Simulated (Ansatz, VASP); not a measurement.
# Cross-check of BaMg2Sb2 between VASP and Ansatz, part 2 of 2

Wanted: the spread between two codes on one cell, functional and k mesh. The cell is taken from a series of runs on this material, whose earlier steps may have relaxed, scaled, displaced or heated it; both programs get it as it stands.

VASP 6.6.1 and Ansatz 0.2.0.

So far: Starting point; VASP: dielectric response, LDA.

**3. Ansatz: dielectric response, LDA**

Level of this step: Ansatz beside VASP: Kohn-Sham DFT, plane waves, LDA (Ansatz).

Ansatz runs on its default PAW (the set named soft_2) files.

The same cell, functional (in two slightly different forms) and mesh now go to Ansatz, which takes its cutoff from its data sets.

The input, input.yaml:

```yaml
crystal:
  lattice:
    - [4.77, 0.0, 0.0]
    - [-2.385, 4.1309411761, 0.0]
    - [0.0, 0.0, 8.1]
  atoms:
    - { symbol: Ba, position: [0.0, 0.0, 0.0] }
    - { symbol: Mg, position: [0.3333333333, 0.6666666667, 0.6247] }
    - { symbol: Mg, position: [0.6666666667, 0.3333333333, 0.3753] }
    - { symbol: Sb, position: [0.3333333333, 0.6666666667, 0.268] }
    - { symbol: Sb, position: [0.6666666667, 0.3333333333, 0.732] }
kpoints:
  mp_grid: { grid: [6, 6, 4] }
hamiltonian:
  xc: lda
scf:
  occupations: { method: fixed }
dielectric: {}
```

Launch:

```sh
ansatz run input.yaml --threads 4 --pin off --max-ram 7372MiB --backend cpu --events-out ev --progress --plain --runs-dir out
```

Numbers of over 12 decimals in the logs are rounded to 6 here.

What it wrote:

```text
Engine: ansatz 0.2.0, x86_64-unknown-linux-gnu
Pseudopotentials: kind: paw
Pseudopotential: Ba, paw, valence charge 10, recommended cutoff 420 eV (normal), Ba.paw.azcp
Pseudopotential: Mg, paw, valence charge 10, recommended cutoff 420 eV (normal), Mg.paw.azcp
Pseudopotential: Sb, paw, valence charge 15, recommended cutoff 420 eV (normal), Sb.paw.azcp
Functional definition: SPW92
  exchange = slater_x
  correlation = pw_c
Crystal: 5 atoms, lattice volume = 159.607 Å³
Basis set: ecut = 420 eV, 3105 PW (Γ), exchange–correlation on 64×64×120 points (8 copies of the dense FFT grid, shifted against one another)
Bands: 36, of which v1, the nominal top of the filled ones, is band 30 counted from 1 (29 counted from 0)
Symmetry: 12 space group operations
k-points: 47 of 144 (irreducible under 2 space group operations, time reversal used)
Non-local potential: Ba, projectors of the file, l = 0: 3, l = 1: 2, l = 2: 2, l = 3: 2
Non-local potential: Mg, projectors of the file, l = 0: 3, l = 1: 2, l = 2: 1
Non-local potential: Sb, projectors of the file, l = 0: 2, l = 1: 2, l = 2: 2, l = 3: 2
PAW form: soft (Blöchl's): semilocal exchange-correlation on the pseudo side does not see the compensation charge
PAW frozen core: Ba, regenerated for the run's functional, and the local potential with it (the file was generated under x = pbe(κ = 0.804, μ = 0.219515), c = pbe(β = 0.066725))
PAW frozen core: Mg, regenerated for the run's functional, and the local potential with it (the file was generated under x = pbe(κ = 0.804, μ = 0.219515), c = pbe(β = 0.066725))
PAW frozen core: Sb, regenerated for the run's functional, and the local potential with it (the file was generated under x = pbe(κ = 0.804, μ = 0.219515), c = pbe(β = 0.066725))
PAW one-centre angular grid: Ba, 194 points (default); XC on 64 Gauss nodes
PAW one-centre angular grid: Mg, 110 points (default); XC on 64 Gauss nodes
PAW one-centre angular grid: Sb, 590 points (default); XC on 64 Gauss nodes
Initial density: superposition of atomic densities (neutral atoms: chi_scale 0, normalization atom), corrected by the library's trained network
Initial wavefunctions: pseudopotential atomic-orbital guess
Functional: x = slater, c = lda
SCF iter   1: F=—  HF=-22258.493956 eV  |F-HF|=—  |Δ(HF+E_count)|=         —  Δρ=5.86e-3  dr2=2.44e-2  ethr=1.77e-3  ⟨swp⟩=5.1  Hψ=6011  notcnv=0  defer=170
preconditioner: auto → Resta (q_TF=auto, 2.318 Å⁻¹)  ε∞=3.3  [insulator: Δε(μ)=0.804 eV  Ē_g=9.007 eV  n_scr=34 (ndim 8)  ℏωp=13.8 eV  f_vac=0.023  ε∞_Penn≈3.3]
SCF iter   2: F=—  HF=-22258.482555 eV  |F-HF|=—  |Δ(HF+E_count)|=   1.14e-2  Δρ=2.51e-3  dr2=5.41e-3  ethr=4.07e-5  ⟨swp⟩=2.5  Hψ=3599  notcnv=0  defer=187
SCF iter   3: F=—  HF=-22258.481546 eV  |F-HF|=—  |Δ(HF+E_count)|=   1.01e-3  Δρ=5.83e-4  dr2=5.39e-4  ethr=9.02e-6  ⟨swp⟩=2.6  Hψ=3072  notcnv=0  defer=187
SCF iter   4: F=—  HF=-22258.481545 eV  |F-HF|=—  |Δ(HF+E_count)|=   4.94e-7  Δρ=1.20e-4  dr2=1.50e-4  ethr=8.98e-7  ⟨swp⟩=2.0  Hψ=3108  notcnv=0  defer=187
SCF iter   5: F=—  HF=-22258.481520 eV  |F-HF|=—  |Δ(HF+E_count)|=   2.57e-5  Δρ=5.14e-5  dr2=5.56e-6  ethr=2.50e-7  ⟨swp⟩=2.0  Hψ=1893  notcnv=0  defer=152
SCF iter   6: F=—  HF=-22258.481521 eV  |F-HF|=—  |Δ(HF+E_count)|=   1.08e-6  Δρ=1.15e-5  dr2=3.99e-7  ethr=9.26e-9  ⟨swp⟩=2.2  Hψ=2635  notcnv=0  defer=88
SCF iter   7: F=—  HF=-22258.481521 eV  |F-HF|=—  |Δ(HF+E_count)|=   2.98e-9  Δρ=3.72e-6  dr2=7.33e-8  ethr=6.66e-10  ⟨swp⟩=2.0  Hψ=2857  notcnv=0  defer=88
SCF iter   8: F=—  HF=-22258.481521 eV  |F-HF|=—  |Δ(HF+E_count)|=  8.00e-11  Δρ=1.07e-6  dr2=7.02e-9  ethr=1.22e-10  ⟨swp⟩=2.0  Hψ=2703  notcnv=0  defer=88
SCF iter   9: F=—  HF=-22258.481521 eV  |F-HF|=—  |Δ(HF+E_count)|=   1.04e-9  Δρ=2.53e-7  dr2=1.17e-10  ethr=1.17e-11  ⟨swp⟩=2.0  Hψ=2717  notcnv=0  defer=88
SCF iter  10: F=-22258.481521 eV  HF=-22258.481521 eV  |F-HF|=0.00e0  |Δ(HF+E_count)|=  2.91e-11  Δρ=8.18e-8  dr2=1.53e-11  ethr=1.00e-12  ⟨swp⟩=12.6  Hψ=8689  notcnv=0
SCF 1 converged in 10 iterations: F = -22258.481521 eV  dr2 = 1.53e-11
  greatest PAW one-centre occupation: 1.000 electrons in one spin orbital (limit 2), on the Mg atom at site 2 (counted from 0), in its partial waves of l = 0
DFPT response loops at Γ: preconditioner auto → Resta (q_TF=auto, 2.318 Å⁻¹)  ε∞=8.6 (no band partly filled); β = 1.00, the filter's whole step (`scf.mixing.beta` (0.50) is not read by the response loops at its default; to damp them type it under 1.00, their step now; it binds the ground state too); Broyden in place of MSR1
── the response to a field inside a basis, on 10×10×6 k-points: an SCF that follows is theirs, and a resumed run solves both again ──
Bands: 31, of which v1, the nominal top of the filled ones, is band 30 counted from 1 (29 counted from 0)
k-points: 165 of 600 (irreducible under 4 space group operations)
Initial density: handed on by an earlier stage of this run
Initial wavefunctions: pseudopotential atomic-orbital guess (no wavefunctions were taken with the density)
Eigensolver: Dense (165 Hₖ)
SCF iter   1: F=—  HF=-22258.472003 eV  |F-HF|=—  |Δ(HF+E_count)|=         —  Δρ=1.30e-4  dr2=5.21e-5  ethr=1.00e-1
preconditioner: auto → Resta (q_TF=auto, 2.318 Å⁻¹)  ε∞=4.3  [insulator: Δε(μ)=0.866 eV  Ē_g=7.638 eV  n_scr=34 (ndim 8)  ℏωp=13.8 eV  f_vac=0.020  ε∞_Penn≈4.3]
SCF iter   2: F=—  HF=-22258.471995 eV  |F-HF|=—  |Δ(HF+E_count)|=   8.92e-6  Δρ=7.19e-5  dr2=1.38e-5  ethr=8.68e-8
SCF iter   3: F=—  HF=-22258.471992 eV  |F-HF|=—  |Δ(HF+E_count)|=   2.44e-6  Δρ=1.50e-5  dr2=6.54e-7  ethr=2.30e-8
SCF iter   4: F=-22258.471992 eV  HF=-22258.471992 eV  |F-HF|=4.51e-9  |Δ(HF+E_count)|=   3.01e-8  Δρ=4.10e-6  dr2=5.50e-8  ethr=1.09e-9
SCF 1 converged in 4 iterations: F = -22258.471992 eV  dr2 = 5.50e-8
DFPT response loops at Γ: preconditioner auto → Resta (q_TF=auto, 2.318 Å⁻¹)  ε∞=8.3 (no band partly filled); β = 1.00, the filter's whole step (`scf.mixing.beta` (0.50) is not read by the response loops at its default; to damp them type it under 1.00, their step now; it binds the ground state too); Broyden in place of MSR1
SCF converged after 10 iterations
Free energy (F): -22258.481521 eV
Harris-Foulkes:  -22258.481521 eV  (|F-HF|=0.00e0)
Internal energy: -22258.481521 eV  (E = F + TS)
E sigma→0 (E₀):  -22258.481521 eV
Fermi energy:    6.696033 eV
--- Per-component energies (eV) ---
  E_band       = -1148.478855
  E_kinetic    = 739.576057
  E_local      = -7546.603219  (includes V_loc(G=0)·N_el)
  E_nonlocal   = 987.613087
  E_hartree    = 3085.441072
  E_xc         = -500.760649
  E_vxc        = -406.210825  (∫ρ·V_xc dr)
  E_paw        = -14457.171439  (= ΣΔE_a)
  E_vpaw       = -1093.735923  (= ΣTr[D̂ρ^β])
  E_aug_tail   = -0.000008  (compensation charges beyond the density's cutoff)
  E_ewald      = -4568.277544
  E_core_change = 1.701121  (= ΣΔE_core)
  E_smearing   = -0.000000  (= −TS)
  E_closure    = 0.000000  (closes the sum)
  Σ components = -22258.481521   (vs F -22258.481521, Δ=0.00e0)
--- Band table (eV; the first three rows and the last of 47) ---
  k-point 0: bands = [... 26 lower, 5.7370, 6.6596, 6.6960, 6.6960, 8.1502, 8.1570, 8.8071, 9.3701, ... 2 higher]
  k-point 1: bands = [... 26 lower, 5.8374, 5.8374, 6.4975, 6.4975, 8.0977, 8.8565, 9.2317, 9.2616, ... 2 higher]
  k-point 2: bands = [... 26 lower, 6.0724, 6.0724, 6.1766, 6.1766, 8.0755, 8.9830, 9.1634, 9.1634, ... 2 higher]
  k-point 46: bands = [... 26 lower, 4.7180, 4.9842, 5.5279, 5.6470, 8.4233, 9.1771, 9.7269, 10.1286, ... 2 higher]
--- Dielectric response (ions clamped): 3 representative field directions + reference, inside a basis on a mesh of 600 k-points (Σ response iterations 15) ---
  ε∞ (high-frequency dielectric tensor):
       10.605336     0.000000     0.000000
        0.000000    10.605336    -0.000000
        0.000000    -0.000000    10.667111
  Born effective charges Z* (e; rows j = field, columns β = displacement):
    site 0:
         2.42785   -0.00000    0.00000
         0.00000    2.42785    0.00000
         0.00000   -0.00000    3.31430
    site 1:
         1.86411    0.00000    0.00000
         0.00000    1.86411    0.00000
         0.00000    0.00000    1.66462
    site 2:
         1.86411   -0.00000    0.00000
         0.00000    1.86411    0.00000
         0.00000    0.00000    1.66462
    site 3:
        -3.07804    0.00000   -0.00000
        -0.00000   -3.07804   -0.00000
        -0.00000   -0.00000   -3.32177
    site 4:
        -3.07804    0.00000   -0.00000
        -0.00000   -3.07804   -0.00000
        -0.00000    0.00000   -3.32177
  Z* charge neutrality: 1.144e-2 e pre-enforcement
  solved inside a basis spanned on kpoints, on 10×10×6 k-points, its susceptibility summed on 14×14×8: ε∞ is read to err by 5.1e-2, Z* by 3.4e-2 e (field_mesh: kpoints solves on kpoints); Z* is corrected for what the basis lacks
```

In the SCF lines HF is the Harris–Foulkes energy and dr2 the Hartree energy of the density residual, in eV; the loop may stop once dr2 is under the threshold and the program's other checks hold. Hψ counts applications of the Hamiltonian.

**4. Differences**

Known differences besides the potentials themselves: the two LDA forms differ slightly; fixed occupations in Ansatz, narrow Gaussian smearing in VASP; VASP's response is taken on the typed mesh, Ansatz refines its own for the field response alone; the data sets hold 60 valence electrons in Ansatz (on its default PAW (the set named soft_2) files) and 24 in VASP; the cutoff is 420 eV in Ansatz and 520 eV in VASP; VASP's log shows a relativistic correction to its local exchange, Ansatz's none. Total energies have different zeros and are not compared.

Compared:

```csv
quantity,Ansatz,VASP,difference
ε∞ xx,10.61,12.24,-13.35 %
ε∞ yy,10.61,12.24,-13.35 %
ε∞ zz,10.67,11.10,-3.91 %
```

**5. Summary of results**

```yaml
difference_in_eps_infinity_xx_dielectric_response_lda: -13 %
```

What this shows: The difference in ε∞ xx is -13 % (dielectric response, LDA), beyond the 5 % picked in this series as the mark of a large difference. The data sets hold unlike numbers of valence electrons (60 in Ansatz and 24 in VASP), so part of the differences comes from the potentials. What causes the difference of the dielectric response, LDA pair stays open here. How closely two codes agree says nothing of how well the functional describes the real material.

[Lines on the potential files, build, host, timing and source positions are cut from VASP's logs without a mark.]

[Logs are printed without paths, hosts, clocks, repeated set-up lines and the standing remarks that a program may print on its own settings, such as how far it seeks lower states.]

[Hosts, paths, dates, database ids (printed as entryN), source tags and the programs' standing remarks are cut or masked in the printed files.]
